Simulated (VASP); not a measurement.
The system is Sr2SO.

```
CELL_PARAMETERS angstrom
4.04324 0.00000 0.00000
0.00000 4.04324 0.00000
0.00000 0.00000 5.71800
ATOMIC_POSITIONS crystal
Sr 0.50000 0.50000 0.50000
Sr 0.00000 0.00000 0.00000
S 0.00000 0.00000 0.50000
O 0.50000 0.50000 0.00000
```

The cell comes from a database or a generator and needn't be the stable form of this composition.

Program: VASP 6.6.1. Alike in all runs: task single point; level HSE(alpha, omega); potentials or basis VASP PAW PBE potentials, release 64 (Sr_sv, S, O); no spin polarisation; cell as given; k mesh 4 × 4 × 3; cutoff (eV) 520; smearing fermi-dirac 0.05 eV.

Order these runs on this cell by their band gap on the k mesh, lowest first.
A. share of exact exchange 0.05
B. share of exact exchange 0.15
C. share of exact exchange 0.1

A (2.43 eV), C (2.67 eV), B (2.91 eV).

Caveats: an odd mesh through Γ misses points on the zone boundary, where band edges often lie.
